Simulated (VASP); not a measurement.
Write the native input for VASP 6.6.1 that does the following.

```yaml
Task: single point
Functional: PBEsol
Potentials_or_basis: VASP PAW PBE potentials, release 64 (Si, B)
Cutoff: 520 eV
k_mesh: 2 × 2 × 2
Occupations: fermi-dirac, width 0.05 eV
Spin: collinear spin, zero start
Starting_moments: "[0.0, 0.0, 0.0, 0.0, 0.0, 0.0, 0.0, 0.0, 0.0, 0.0, 0.0, 0.0, 0.0, 0.0, 0.0, 0.0, 0.0] μB"
Dipole_correction: no
Further_INCAR_settings: LREAL = Auto; ALGO = Normal; EDIFF = 1e-06; NBANDS = 52
```

The structure of Si16B (a cell with a defect) lies in POSCAR:

```
Si16B
1.0
    0.0000000000      5.4300000000      5.4300000000
    5.4300000000      0.0000000000      5.4300000000
    5.4300000000      5.4300000000      0.0000000000
Si B
16 1
Direct
    0.0044788214      0.0041616943     -0.0012366483
    0.1312967772      0.1315919890      0.1187476059
    0.0123812155      0.0126893186      0.4902723757
    0.1322829650      0.1320363720      0.6243050645
   -0.0023025783      0.5042202578      0.0003211786
    0.1237220074      0.6301674954      0.1215814917
   -0.0019546961      0.5083174954      0.4941211786
    0.1084548803      0.6407110497      0.6282554328
    0.5039104972     -0.0019812155      0.0003195212
    0.6304523020      0.1237537753      0.1212644567
    0.5083831492     -0.0017234807      0.4936348987
    0.6404757827      0.1087964088      0.6282719153
    0.4972384899      0.4972208103      0.0037714549
    0.6253947514      0.6256814917      0.1195442910
    0.4917877532      0.4923492634      0.4951111418
    0.6171164825      0.6166398711      0.6297888582
    0.7638354512      0.7657161142      0.6574945672
```

The cell was built by a generator and needn't be a form met in nature.

One way to write it, as run:

INCAR

```
PREC = Accurate ; ENCUT = 520
EDIFF = 1E-6 ; ISMEAR = -1
SIGMA = 0.05 ; LREAL = Auto
LASPH = True ; NELM = 150
ALGO = Normal ; ISIF = 2
LWAVE = False ; LCHARG = False
ISPIN = 2 ; MAGMOM = 0 0 0 0 0 0 0 0 0 0 0 0 0 0 0 0 0
LORBIT = 11 ; GGA = PS
NBANDS = 52
```

KPOINTS

```
Automatic mesh
0
Gamma
  2 2 2
```

Potentials or basis: VASP PAW PBE potentials, release 64 (Si, B).

Run with:

```console
$ cat potpaw_PBE.64/Si/POTCAR potpaw_PBE.64/B/POTCAR > POTCAR
$ mpirun -np 1 vasp_std > vasp.out
```

It gave:

- Pressure: 1.2 GPa
- Largest force: 0.025 eV/Å
- Band gap on the k mesh: none (metal or under the smearing width)
- Net moment: 0.00 μB per cell
- Valence electrons inside the program's atomic spheres: Si 1.70, 1.69, 1.67, 1.68; B 1.65

Caveat: the k mesh is coarse (spacing up to 0.50 Å⁻¹), so the values aren't converged; the PAW data sets were made with another functional, which shifts forces and pressure a little.

It took 5.4 min on 1 thread of AMD EPYC 9R14 (Zen 4), with other jobs on the host, peak memory 0.67 GiB.
